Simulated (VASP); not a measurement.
Given:

```yaml
crystal:
  lattice:
    - [1.68810, -2.92387, 0.00000]
    - [1.68810, 2.92387, 0.00000]
    - [0.00000, 0.00000, 5.37540]
  atoms:
    - { symbol: Sc, position: [0.33333, 0.66667, 0.25000] }
    - { symbol: Sc, position: [0.66667, 0.33333, 0.75000] }
```

Level of theory: PBE GGA, VASP's PBE PAW potentials (set 64) (plane waves; VASP). Numerical set-up: EDIFF = 1E-2, 400 eV cut-off, 11×11×6 Γ-centred mesh, first-order Methfessel-Paxton smearing of 0.10 eV, potentials Sc_sv.

Task: Give the stress tensor in GPa (positive for a compressed cell).

Result: 
```
-7.68   0.00   0.00
 0.00  -7.68   0.00
 0.00   0.00  -8.98
```
The pressure is its mean diagonal, -8.12 GPa.

The compound is Sc in the hcp structure. The cell was not relaxed at this level. The run is one of a series of settings (EDIFF = 1E-2 against the base run), some of them coarse on purpose.
